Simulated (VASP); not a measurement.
# A VASP study of CoNiP (PBEsol + U): structure first, properties next, part 8 of 8

Aim: relax CoNiP, then compute properties on the relaxed cell. The start is a computed cell from the Materials Project.

VASP 6.6.1; PBEsol, DFT+U (Co d 3 eV, Ni d 5 eV), spin-polarised from a ferromagnetic start; plane waves and PAW (Co, Ni, P).

Still holding for the runs below: A U on the itinerant d states of such a compound is hard to justify; it moves the bands at the Fermi level.

So far. Step 6 (Total and projected DOS (PBEsol + U)): The finer mesh and the other smearing move the Fermi level by -0.02 eV from the 5×5×7 run, a small shift, which tests the Fermi level alone. Of the states within 0.3 eV of the Fermi level, the largest shares in the PAW spheres are Co d 49 %, Ni d 28 % and P p 6 %. The rest lies in smaller channels or between the spheres. The relaxed cell has a = 5.664, c = 3.206 Å (conventional setting).

### Step 8. Optical spectrum (PBEsol + U)

LOPTICS sums transitions from filled to empty bands. The mesh is finer than in the run before. NBANDS is raised for it.

File INCAR:

```
SYSTEM = CoNiP
PREC = Accurate
ENCUT = 400
EDIFF = 1E-06
NELM = 100
ISMEAR = 0
SIGMA = 0.05
LREAL = .FALSE.
ALGO = Normal
GGA = PS
NBANDS = 108
ISPIN = 2
MAGMOM = 2 2 2 1 1 1 0 0 0
LDAU = .TRUE.
LDAUTYPE = 2
LDAUL = 2 2 -1
LDAUU = 3 5 0
LDAUJ = 0 0 0
LDAUPRINT = 1
LASPH = .TRUE.
LMAXMIX = 4
LORBIT = 11
LWAVE = .FALSE.
LCHARG = .FALSE.
KPAR = 8
LOPTICS = .TRUE.
NEDOS = 1500
CSHIFT = 0.1
```

File POSCAR:

```
CoNiP
1.0
    5.6636925259      0.0000000000      0.0000000000
   -2.8318462629      4.9049016066      0.0000000000
    0.0000000000      0.0000000000      3.2057148945
Co Ni P
3 3 3
Direct
    0.0000000000      0.7384148471      0.0000000000
    0.2615851529      0.2615851529      0.0000000000
    0.7384148471      0.0000000000      0.0000000000
    0.0000000000      0.3958656234      0.5000000000
    0.6041343766      0.6041343766      0.5000000000
    0.3958656234      0.0000000000      0.5000000000
    0.3333333300      0.6666666700      0.0000000000
    0.6666666700      0.3333333300      0.0000000000
    0.0000000000      0.0000000000      0.5000000000
```

File KPOINTS:

```
Automatic mesh
0
Gamma
7 7 10
0 0 0
```

PAW data sets: Co, Ni and P (PBE family, release 64).

Started as:

```bash
> mpirun -np 8 vasp_std
```

What it wrote:

```text
[... set-up lines as in an earlier step ...]
 entering main loop
       N       E                     dE             d eps       ncg     rms          rms(c)
DAV:   1     0.531877647598E+03    0.53188E+03   -0.17007E+04 21020   0.724E+02
DAV:   2     0.307840410506E+02   -0.50109E+03   -0.43355E+03 20740   0.197E+02
DAV:   3    -0.484418540874E+02   -0.79226E+02   -0.71394E+02 23016   0.813E+01
DAV:   4    -0.515886474659E+02   -0.31468E+01   -0.31169E+01 23432   0.172E+01
DAV:   5    -0.516435133141E+02   -0.54866E-01   -0.54832E-01 30896   0.184E+00    0.379E+01
DAV:   6    -0.554665950539E+02   -0.38231E+01   -0.11971E+01 27632   0.510E+01    0.271E+01
DAV:   7    -0.518143835501E+02    0.36522E+01   -0.13082E+01 26624   0.664E+01    0.230E+01
DAV:   8    -0.488210871362E+02    0.29933E+01   -0.37421E+00 25408   0.347E+01    0.862E+00
DAV:   9    -0.485946162067E+02    0.22647E+00   -0.91418E-01 29312   0.118E+01    0.313E+00
DAV:  10    -0.486313457301E+02   -0.36730E-01   -0.35220E-01 27144   0.391E+00    0.168E+00
DAV:  11    -0.486449621716E+02   -0.13616E-01   -0.56171E-02 25088   0.980E-01    0.808E-01
DAV:  12    -0.486498056420E+02   -0.48435E-02   -0.62488E-03 25376   0.329E-01    0.384E-01
DAV:  13    -0.486509229850E+02   -0.11173E-02   -0.22464E-03 23552   0.216E-01    0.181E-01
DAV:  14    -0.486510837486E+02   -0.16076E-03   -0.56721E-04 25064   0.113E-01    0.545E-02
DAV:  15    -0.486511129036E+02   -0.29155E-04   -0.94219E-05 23768   0.417E-02    0.207E-02
DAV:  16    -0.486511185611E+02   -0.56575E-05   -0.15588E-05 24416   0.144E-02    0.975E-03
DAV:  17    -0.486511195082E+02   -0.94707E-06   -0.37953E-06 20824   0.607E-03
   1 F= -.48651120E+02 E0= -.48649823E+02  d E =-.259396E-02  mag=    -0.0003
 optical routines
 imaginary and real dielectric function
 recalculating local potential from charge density
 direction            1
 direction            2
 direction            3
```

Wall time 2 min (8 MPI ranks of Intel Xeon Platinum 8259CL at 2.50GHz (Skylake/Cascade Lake), shared host); peak memory 7.8 GiB; 15 min of CPU time.

Parts of OUTCAR (step 8):

```text
   k-points           NKPTS =     48   k-points in BZ     NKDIM =     48   number of bands    NBANDS=    108

   NELECT =      72.0000    total number of electrons

atom =   1  type =  1  l = 2

 onsite density matrix

spin component  1

  0.8046  0.0000  0.0156 -0.0000  0.0572
  0.0000  0.7664  0.0000  0.0085  0.0000
  0.0156  0.0000  0.8299  0.0000  0.0090
 -0.0000  0.0085  0.0000  0.7763 -0.0000
  0.0572  0.0000  0.0090 -0.0000  0.7385

spin component  2

  0.8046  0.0000  0.0156 -0.0000  0.0572
  0.0000  0.7664  0.0000  0.0086  0.0000
  0.0156  0.0000  0.8299  0.0000  0.0090
 -0.0000  0.0086  0.0000  0.7763 -0.0000
  0.0572  0.0000  0.0090 -0.0000  0.7385

 occupancies and eigenvectors

  o =  0.7055  v = -0.5000 -0.0000  0.0000  0.0000  0.8660  0.0000  0.0000  0.0000  0.0000  0.0000      0.0000  0.0000  0.0000  0.0000  0.0000  0.0000  0.0000  0.0000  0.0000  0.0000
  o =  0.7055  v =  0.0000  0.0000  0.0000  0.0000  0.0000 -0.5000  0.0000  0.0000 -0.0000  0.8660      0.0000  0.0000  0.0000  0.0000  0.0000  0.0000  0.0000  0.0000  0.0000  0.0000
  o =  0.7615  v = -0.0000  0.8660  0.0000 -0.5000 -0.0000  0.0000  0.0000  0.0000  0.0000  0.0000      0.0000  0.0000  0.0000  0.0000  0.0000  0.0000  0.0000  0.0000  0.0000  0.0000
  o =  0.7615  v =  0.0000  0.0000  0.0000  0.0000  0.0000  0.0000  0.8660 -0.0000 -0.5000 -0.0000      0.0000  0.0000  0.0000  0.0000  0.0000  0.0000  0.0000  0.0000  0.0000  0.0000
  o =  0.7812  v =  0.0000 -0.5000 -0.0000 -0.8660 -0.0000  0.0000  0.0000  0.0000  0.0000  0.0000      0.0000  0.0000  0.0000  0.0000  0.0000  0.0000  0.0000  0.0000  0.0000  0.0000
  o =  0.7813  v =  0.0000  0.0000  0.0000  0.0000  0.0000 -0.0000 -0.5000  0.0000 -0.8660  0.0000      0.0000  0.0000  0.0000  0.0000  0.0000  0.0000  0.0000  0.0000  0.0000  0.0000
  o =  0.8153  v =  0.5446  0.0000 -0.7775 -0.0000  0.3144  0.0000  0.0000  0.0000  0.0000  0.0000      0.0000  0.0000  0.0000  0.0000  0.0000  0.0000  0.0000  0.0000  0.0000  0.0000
  o =  0.8154  v =  0.0000  0.0000  0.0000  0.0000  0.0000  0.5447 -0.0000 -0.7775  0.0000  0.3145      0.0000  0.0000  0.0000  0.0000  0.0000  0.0000  0.0000  0.0000  0.0000  0.0000
  o =  0.8522  v = -0.6733  0.0000 -0.6289 -0.0000 -0.3887  0.0000  0.0000  0.0000  0.0000  0.0000      0.0000  0.0000  0.0000  0.0000  0.0000  0.0000  0.0000  0.0000  0.0000  0.0000
  o =  0.8522  v =  0.0000  0.0000  0.0000  0.0000  0.0000 -0.6733 -0.0000 -0.6289  0.0000 -0.3887      0.0000  0.0000  0.0000  0.0000  0.0000  0.0000  0.0000  0.0000  0.0000  0.0000

atom =   2  type =  1  l = 2

 onsite density matrix

spin component  1

  0.8046  0.0000 -0.0156 -0.0000 -0.0572
  0.0000  0.7664 -0.0000 -0.0085 -0.0000
 -0.0156 -0.0000  0.8299  0.0000  0.0090
 -0.0000 -0.0085  0.0000  0.7763 -0.0000
 -0.0572 -0.0000  0.0090 -0.0000  0.7385

spin component  2

  0.8046  0.0000 -0.0156 -0.0000 -0.0572
  0.0000  0.7664 -0.0000 -0.0086 -0.0000
 -0.0156 -0.0000  0.8299  0.0000  0.0090
 -0.0000 -0.0086  0.0000  0.7763 -0.0000
 -0.0572 -0.0000  0.0090 -0.0000  0.7385

 occupancies and eigenvectors

  o =  0.7055  v =  0.5000 -0.0000  0.0000 -0.0000  0.8660  0.0000  0.0000  0.0000  0.0000  0.0000      0.0000  0.0000  0.0000  0.0000  0.0000  0.0000  0.0000  0.0000  0.0000  0.0000
  o =  0.7055  v =  0.0000  0.0000  0.0000  0.0000  0.0000 -0.5000 -0.0000 -0.0000 -0.0000 -0.8660      0.0000  0.0000  0.0000  0.0000  0.0000  0.0000  0.0000  0.0000  0.0000  0.0000
  o =  0.7615  v = -0.0000 -0.8660 -0.0000 -0.5000 -0.0000  0.0000  0.0000  0.0000  0.0000  0.0000      0.0000  0.0000  0.0000  0.0000  0.0000  0.0000  0.0000  0.0000  0.0000  0.0000
  o =  0.7615  v =  0.0000  0.0000  0.0000  0.0000  0.0000  0.0000 -0.8660 -0.0000 -0.5000  0.0000      0.0000  0.0000  0.0000  0.0000  0.0000  0.0000  0.0000  0.0000  0.0000  0.0000
  o =  0.7812  v =  0.0000  0.5000  0.0000 -0.8660  0.0000  0.0000  0.0000  0.0000  0.0000  0.0000      0.0000  0.0000  0.0000  0.0000  0.0000  0.0000  0.0000  0.0000  0.0000  0.0000
[...]
o =  0.8374  v =  0.0000  0.0000  0.0000  0.0000  0.0000  0.0000  1.0000 -0.0000  0.0000 -0.0000      0.0000  0.0000  0.0000  0.0000  0.0000  0.0000  0.0000  0.0000  0.0000  0.0000
  o =  0.8946  v =  0.0000  0.0000  0.0000  0.0000  0.0000  0.0000 -0.0000  0.2217  0.0000 -0.9751      0.0000  0.0000  0.0000  0.0000  0.0000  0.0000  0.0000  0.0000  0.0000  0.0000
  o =  0.8947  v =  0.0000 -0.0000  0.2217  0.0000 -0.9751  0.0000  0.0000  0.0000  0.0000  0.0000      0.0000  0.0000  0.0000  0.0000  0.0000  0.0000  0.0000  0.0000  0.0000  0.0000
  o =  0.9093  v = -1.0000  0.0000 -0.0000  0.0000 -0.0000  0.0000  0.0000  0.0000  0.0000  0.0000      0.0000  0.0000  0.0000  0.0000  0.0000  0.0000  0.0000  0.0000  0.0000  0.0000
  o =  0.9093  v =  0.0000  0.0000  0.0000  0.0000  0.0000 -1.0000  0.0000 -0.0000  0.0000 -0.0000      0.0000  0.0000  0.0000  0.0000  0.0000  0.0000  0.0000  0.0000  0.0000  0.0000
  o =  0.9462  v =  0.0000  0.0000  0.0000  0.0000  0.0000  0.0000 -0.0000 -0.9751 -0.0000 -0.2217      0.0000  0.0000  0.0000  0.0000  0.0000  0.0000  0.0000  0.0000  0.0000  0.0000
  o =  0.9462  v =  0.0000  0.0000 -0.9751 -0.0000 -0.2217  0.0000  0.0000  0.0000  0.0000  0.0000      0.0000  0.0000  0.0000  0.0000  0.0000  0.0000  0.0000  0.0000  0.0000  0.0000

 E-fermi :  11.8875

 spin component 1
 k-point     1 :       0.0000    0.0000    0.0000
  band No.  band energies     occupation
    ...
     34      11.2162      1.00000
     35      11.2472      1.00000
     36      11.2472      1.00000
     37      11.4476      1.00000
     38      11.7381      0.99999
     39      15.8988      0.00000
     40      15.9573      0.00000
     41      15.9573      0.00000
     42      16.4057      0.00000
     43      17.4527      0.00000
    ...

 k-point     2 :       0.1429   -0.0000    0.0000
  band No.  band energies     occupation
    ...
     33      11.0030      1.00000
     34      11.1982      1.00000
     35      11.2353      1.00000
     36      11.4547      1.00000
     37      11.8839      0.54066
     38      11.9613      0.01852
     39      15.3895      0.00000
     40      15.6511      0.00000
     41      15.7664      0.00000
     42      16.3135      0.00000
    ...

  Total        0.0520882      0.0520882      0.2601737      0.0000000      0.0000000      0.0000000
  in kB        0.9371188      0.9371188      4.6807888      0.0000000      0.0000000      0.0000000
  external PRESSURE =       2.1850088 kB  Pullay stress =       0.0000000 kB

 POSITION                                       TOTAL-FORCE (eV/Angst)
 -----------------------------------------------------------------------------------
     -2.09108      3.62185      0.00000         0.007339     -0.012711      0.000000
      0.74077      1.28305      0.00000         0.007339      0.012711      0.000000
      4.18215      0.00000      0.00000        -0.014678      0.000000      0.000000
     -1.12103      1.94168      1.60286        -0.007351      0.012733      0.000000
      1.71082      2.96322      1.60286        -0.007351     -0.012733     -0.000000
      2.24206      0.00000      1.60286         0.014703      0.000000      0.000000
     -0.00000      3.26993      0.00000        -0.000000      0.000000      0.000000
      2.83185      1.63497      0.00000        -0.000000      0.000000      0.000000
      0.00000      0.00000      1.60286        -0.000000      0.000000      0.000000
 -----------------------------------------------------------------------------------
    total drift:                               -0.000006     -0.000010      0.000000

  FREE ENERGIE OF THE ION-ELECTRON SYSTEM (eV)
  ---------------------------------------------------
  free  energy   TOTEN  =       -48.6511195082 eV

  energy  without entropy=      -48.6485255446  energy(sigma->0) =      -48.64982253

 plasma frequency squared (from intraband transitions) (eV^2)
  --------------------------------------------------------------------------------------
       7.707       0.000       0.000
       0.000       7.707      -0.000
      -0.000      -0.000       2.865

 magnetization (x)
# of ion       s       p       d       tot
------------------------------------------
    1       -0.000   0.000  -0.000  -0.000
    2       -0.000   0.000  -0.000  -0.000
    3       -0.000   0.000  -0.000  -0.000
    4        0.000   0.000  -0.000  -0.000
    5        0.000   0.000  -0.000  -0.000
    6        0.000   0.000  -0.000  -0.000
    7        0.000   0.000   0.000   0.000
    8        0.000   0.000   0.000   0.000
    9        0.000  -0.000   0.000   0.000
--------------------------------------------------
tot          0.000   0.000  -0.000  -0.000

[... 7 parts as in an earlier step ...]

[... 14 further parts left out ...]
```

These are independent-particle spectra without excitons or local fields, and fine structure depends on the mesh and on CSHIFT. The intraband (Drude) part is not in this spectrum.

This step gave:

```yaml
scf_cycles: 17
bands: 108
irreducible_k_points: 48
free_energy_toten: -48.65 eV
energy_at_zero_smearing: -48.65 eV
fermi_energy: 11.89 eV
pressure: 0.2185 GPa
```

The imaginary dielectric function has structure finer than the step of the table below, so its rows give means over 1 eV, whole bins alone (the curve runs from 0 to 25.0 eV). Peaks (eV: height): xx 0.2: 25.4, 1.3: 33.9; zz 0.7: 36.9, 1.3: 39.0, 2.2: 21.0.

Table of imaginary dielectric function by photon energy; means over each step:

```tsv
photon energy (eV)	xx	zz
1	26.0	30.7
2	25.1	18.6
3	18.4	15.2
4	10.5	8.93
5	7.82	7.47
6	7.17	6.19
7	6.85	7.02
8	5.61	5.82
9	5.06	5.32
10	5.36	5.48
11	5.60	5.47
12	4.55	4.93
13	3.50	3.73
14	2.75	2.57
15	2.02	2.04
16	1.57	1.49
17	1.38	1.13
18	1.17	1.06
19	0.916	0.953
20	0.770	0.844
21	0.744	0.844
22	0.667	0.745
23	0.617	0.672
24	0.548	0.648
```

Table of real dielectric function by photon energy:

```tsv
photon energy (eV)	xx	zz
0	67.7	46.1
1	32.5	25.7
2	11.2	11.0
3	0.0792	0.0566
4	-0.573	0.636
5	-0.315	0.919
6	0.898	2.48
7	0.730	1.15
8	-0.384	0.265
9	0.978	0.589
10	0.235	0.269
11	-0.622	-0.145
12	-1.55	-1.32
13	-1.84	-2.41
14	-1.74	-1.81
15	-1.55	-1.59
16	-1.30	-1.44
17	-0.956	-0.851
18	-0.963	-0.682
19	-0.687	-0.464
20	-0.485	-0.322
21	-0.313	-0.168
22	-0.224	-0.152
23	-0.170	-0.0903
24	-0.0446	0.0146
```

### Step 9. Outcome

- relaxed volume: 9.895 Å³/atom
- relaxed conventional cell a, b, c: 5.664, 5.664, 3.206 Å; angles 90.0, 90.0, 120.0°
- space group after relaxing, within 0.02 Å: P-62m (No. 189)
- moment of the cell (7×7×10 mesh): 0 μB
- band gap: none, a metal
- DOS at the Fermi level: 1.96 states/eV/cell
- shallowest level of the frozen cores: Co1 3p, 57.4 eV deep

**Reading.** With PBEsol + U, CoNiP relaxes to 9.895 Å³/atom in space group P-62m, comes out as a metal and loses the moments it was started with. Band structure (PBEsol + U): Of the bands kept, 3 cross the Fermi level on this path. Only the typed magnetic starts were tried, so the magnetic ground state may differ and with it the other results. In such a metal, moments, volume and the states at the Fermi level hinge on the chosen U. No search among competing phases was made, and a listed structure need not be the one stable at ambient conditions. All values are for a static lattice at zero temperature.

[Lines on the potential files, build, host, timing and source positions are cut from VASP's logs without a mark.]

[Logs are printed without paths, hosts, clocks, repeated set-up lines and the standing remarks that a program may print on its own settings, such as how far it seeks lower states.]

[Hosts, paths, dates, database ids (printed as entryN), source tags and the programs' standing remarks are cut or masked in the printed files.]

[A measured line is paired with the nearest computed mode of its activity, which favours agreement.]
